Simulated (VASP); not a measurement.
VASP input:

File KPOINTS:
```
Automatic mesh
0
Gamma
7 7 7
0 0 0
```

**INCAR**
```
# general
SYSTEM =NaI
PREC   =Accurate
ENCUT  =520   # plane-wave cut-off (eV)
LREAL  =.FALSE.   # projection in real space or not
LASPH  =.TRUE.

# electronic loop
EDIFF  =1E-7   # SCF stop (eV)
NELM   =100
ALGO   =Normal   # blocked Davidson
LMAXMIX=4   # l cut-off of mixed one-centre charges
LMIXTAU=.TRUE.

# smearing
ISMEAR =0   # Gaussian
SIGMA  =0.05   # width (eV)

# functional
METAGGA=R2SCAN

# ions
ISIF   =2   # forces and stress, cell fixed

# output
LWAVE  =.FALSE.
LCHARG =.FALSE.
```

POSCAR:
```
NaI
1
    0.0000000000     3.1960023889     3.1960023889
    3.1960023889     0.0000000000     3.1960023889
    3.1960023889     3.1960023889     0.0000000000
Na I
1 1
Direct
  0.0000000000   0.0000000000   0.0000000000
  0.5000000000   0.5000000000   0.5000000000
```

POTCAR, in this order: Na_pv I (PBE.64 set). Program: vasp_std.

**Question.** Write an equivalent input for Ansatz.

**Answer.** One equivalent input (not run):
Ansatz 0.2 input:
```yaml
crystal:
  lattice:
    - [0.0000000, 3.1960024, 3.1960024]
    - [3.1960024, 0.0000000, 3.1960024]
    - [3.1960024, 3.1960024, 0.0000000]
  atoms:
    - { symbol: Na, position: [0.0000000, 0.0000000, 0.0000000] }
    - { symbol: I, position: [0.5000000, 0.5000000, 0.5000000] }
kpoints:
  mp_grid: { grid: [7, 7, 7] }
hamiltonian:
  xc: r2scan
  pseudopotentials: { kind: paw }
scf:
  occupations: { method: gaussian, width: 0.05 }
  max_iter: 100
output: { forces: true, stress: true, eigenvalues: true }
```
Limits of the translation: each code has its own PAW files, so the cut-off isn't converted (ENCUT is set for VASP's; basis.ecutwfc is left out, and Ansatz then takes the one that its files recommend); Ansatz stops its SCF on the density residual and VASP on the energy change (EDIFF).

The compound is NaI in the rock salt structure. This cell is one point of a volume scan, at 0.97 of the reference volume.
